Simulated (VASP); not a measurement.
These are PBEsol GGA, VASP's PBE PAW potentials (set 64) (plane waves; VASP 6.6.1) values and carry that method's errors.

VASP ran on this input.

INCAR:
```
! general
SYSTEM  = KBr
PREC    = Accurate
ENCUT   = 300
LREAL   = F
LASPH   = T

! electronic loop
EDIFF   = 1E-6
NELM    = 100
ALGO    = Normal
LMAXMIX = 4

! smearing
ISMEAR  = -1
SIGMA   = 0.05

! functional
GGA     = PS

! ions
ISIF    = 2

! output
LWAVE   = F
LCHARG  = F
```

KPOINTS:
```
Automatic mesh
0
Gamma
6 6 6
0 0 0
```

### POSCAR
```
KBr
1
    0.0000000000     3.3000000000     3.3000000000
    3.3000000000     0.0000000000     3.3000000000
    3.3000000000     3.3000000000     0.0000000000
K Br
1 1
Direct
  0.0000000000   0.0000000000   0.0000000000
  0.5000000000   0.5000000000   0.5000000000
```

POTCAR, in this order: K_sv Br (PBE.64 set). Program: vasp_std.

The resulting files:

File OSZICAR:
```
       N       E                     dE             d eps       ncg     rms          rms(c)
DAV:   1     0.712011883316E+02    0.71201E+02   -0.51464E+03   384   0.756E+02
DAV:   2    -0.280082558978E+01   -0.74002E+02   -0.70767E+02   516   0.211E+02
DAV:   3    -0.652691526576E+01   -0.37261E+01   -0.37169E+01   528   0.446E+01
DAV:   4    -0.662583396699E+01   -0.98919E-01   -0.98863E-01   584   0.691E+00
DAV:   5    -0.662698419261E+01   -0.11502E-02   -0.11502E-02   516   0.750E-01    0.317E+00
DAV:   6    -0.646578430670E+01    0.16120E+00   -0.26039E-01   448   0.276E+00    0.236E+00
DAV:   7    -0.645295544138E+01    0.12829E-01   -0.11690E-01   472   0.200E+00    0.112E+00
DAV:   8    -0.646036214760E+01   -0.74067E-02   -0.13367E-02   520   0.937E-01    0.139E-01
DAV:   9    -0.646075673421E+01   -0.39459E-03   -0.53147E-04   500   0.147E-01    0.824E-02
DAV:  10    -0.646120227440E+01   -0.44554E-03   -0.52738E-04   436   0.156E-01    0.238E-02
DAV:  11    -0.646120244019E+01   -0.16579E-06   -0.10260E-05   564   0.195E-02    0.982E-03
DAV:  12    -0.646120462277E+01   -0.21826E-05   -0.24369E-06   456   0.131E-02    0.138E-03
DAV:  13    -0.646120521648E+01   -0.59371E-06   -0.66479E-07   376   0.539E-03
   1 F= -.64612052E+01 E0= -.64612052E+01  d E =-.737090E-10
```

OUTCAR:
```
------------------------ aborting loop because EDIFF is reached ----------------------------------------
  FORCE on cell =-STRESS in cart. coord.  units (eV):
  Direction    XX          YY          ZZ          XY          YZ          ZX
  --------------------------------------------------------------------------------------
  Total       -0.1695419     -0.1695419     -0.1695419      0.0000000     -0.0000000      0.0000000
  in kB       -3.7793393     -3.7793393     -3.7793393      0.0000000     -0.0000000      0.0000000
  external PRESSURE =      -3.7793393 kB  Pullay stress =       0.0000000 kB
  volume of cell :       71.87
      direct lattice vectors                 reciprocal lattice vectors
     0.000000000  3.300000000  3.300000000    -0.151515152  0.151515152  0.151515152
     3.300000000  0.000000000  3.300000000     0.151515152 -0.151515152  0.151515152
     3.300000000  3.300000000  0.000000000     0.151515152  0.151515152 -0.151515152
  FREE ENERGIE OF THE ION-ELECTRON SYSTEM (eV)
  ---------------------------------------------------
  free  energy   TOTEN  =        -6.4612052165 eV

  energy  without entropy=       -6.4612052164  energy(sigma->0) =       -6.46120522
```
(Selected blocks of OUTCAR.)

At this cut-off the stress carries a Pulay error, which pulls relaxed volumes low.

The structure is a typed KBr crystal (Fm-3m). The cell was not relaxed at this level. The run is one of a series of settings (GGA = PS against the base run), some of them coarse on purpose.
